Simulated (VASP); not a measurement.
An input for Quantum ESPRESSO's pw.x (written as the equivalent of a VASP run, and not itself run):

```
&CONTROL
  calculation = 'scf'
  pseudo_dir = './pseudo'
  outdir = './out'
  tprnfor = .true.
  tstress = .true.
/
&SYSTEM
  ibrav = 0
  nat = 2
  ntyp = 2
  ecutwfc = 84
  occupations = 'smearing'
  smearing = 'gaussian'
  degauss = 0.003675
  input_dft = 'vdw-df-ob86'
/
&ELECTRONS
  conv_thr = 7.3e-09
  electron_maxstep = 100
/
ATOMIC_SPECIES
  Al 26.982 Al.upf
  As 74.922 As.upf
CELL_PARAMETERS angstrom
     0.0000000    2.8828058    2.8828058
     2.8828058    0.0000000    2.8828058
     2.8828058    2.8828058    0.0000000
ATOMIC_POSITIONS crystal
  Al   0.0000000  0.0000000  0.0000000
  As   0.2500000  0.2500000  0.2500000
K_POINTS automatic
  8 8 8 0 0 0
```

Problem. Write the VASP files for the same calculation (optB86b-vdW).

Solution. This is not unique; one that fits is 
### POSCAR
```
AlAs
1
    0.0000000000     2.8828057723     2.8828057723
    2.8828057723     0.0000000000     2.8828057723
    2.8828057723     2.8828057723     0.0000000000
Al As
1 1
Direct
  0.0000000000   0.0000000000   0.0000000000
  0.2500000000   0.2500000000   0.2500000000
```

INCAR:
```
SYSTEM = AlAs
PREC = Accurate
ENCUT = 520
EDIFF = 1E-7
NELM = 100
ALGO = Normal
LREAL = .FALSE.
LASPH = .TRUE.
ISMEAR = 0
SIGMA = 0.05
GGA = MK
PARAM1 = 0.1234
PARAM2 = 1.0
LUSE_VDW = .TRUE.
AGGAC = 0.0
LMAXMIX = 4
LWAVE = .FALSE.
LCHARG = .FALSE.
ISIF = 2
```

**KPOINTS**
```
Automatic mesh
0
Gamma
8 8 8
0 0 0
```

POTCAR, in this order: Al As (PBE.64 set). Program: vasp_std.

What does not carry over: the potentials are each code's own (VASP's PAW set, PseudoDojo norm-conserving files in pw.x), so ENCUT and ecutwfc are chosen apart and not converted; conv_thr bounds pw.x's estimated SCF error, while EDIFF bounds the energy change between steps.

The compound is AlAs in the zinc blende structure. This cell is one point of a volume scan, at 1.03 of the reference volume.
